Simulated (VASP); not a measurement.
Method: PBE GGA with D3 dispersion (Becke-Johnson damping), VASP's PBE PAW potentials (set 64) (plane waves; VASP).

Input for VASP

File KPOINTS:
```
K-points
0
gamma
  9 9 2
```

**POSCAR**
```
MoS2
1.0
  3.1484776979   0.0000000000   0.0000000000
 -1.5742388490   2.7266613967   0.0000000000
  0.0000000000   0.0000000000  12.0773872294
Mo S
2 4
Cart
  1.5742404232   0.9088862233   9.0580404220
 -0.0000015743   1.8177751734   3.0193468073
  1.5742404232   0.9088862233   4.5846239052
 -0.0000015743   1.8177751734  10.6233175199
 -0.0000015743   1.8177751734   7.4927633242
  1.5742404232   0.9088862233   1.4540697095
```

**INCAR**
```
ALGO = Normal
EDIFF = 1E-6
EDIFFG = -0.01
ENCUT = 480
GGA = PE
IBRION = 2
ISIF = 3
ISMEAR = 0
IVDW = 12
LASPH = .TRUE.
LCHARG = .FALSE.
LMAXMIX = 4
LREAL = .FALSE.
LWAVE = .FALSE.
NELM = 100
NSW = 60
PREC = Accurate
SIGMA = 0.05
SYSTEM = MoS2
```

POTCAR, in this order: Mo_sv S (PBE.64 set). Program: vasp_std.

**Question.** Predict the energy per atom (σ→0), dispersion energy.

**Answer.** 
```json
{
 "energy per atom (σ→0)": "-7.695 eV/atom",
 "dispersion_energy": "-2.629 eV"
}
```

OSZICAR:
```
...
DAV:   9    -0.435489979012E+02   -0.13487E-01   -0.16928E-01  1979   0.195E+00    0.140E+00
DAV:  10    -0.435398952709E+02    0.91026E-02   -0.72363E-02  1828   0.149E+00    0.337E-01
DAV:  11    -0.435399198750E+02   -0.24604E-04   -0.28066E-03  1839   0.303E-01    0.194E-01
DAV:  12    -0.435398342629E+02    0.85612E-04   -0.49284E-04  1907   0.116E-01    0.756E-02
DAV:  13    -0.435398405441E+02   -0.62811E-05   -0.16617E-04  1987   0.681E-02    0.134E-02
DAV:  14    -0.435398418882E+02   -0.13441E-05   -0.16158E-05  1785   0.227E-02    0.157E-02
DAV:  15    -0.435398423085E+02   -0.42029E-06   -0.20932E-06  1539   0.847E-03
   1 F= -.46169229E+02 E0= -.46169229E+02  d E =-.461692E+02
```

The compound is MoS2 in the 2H layered structure. It was relaxed first. The start is the result of an earlier pass.
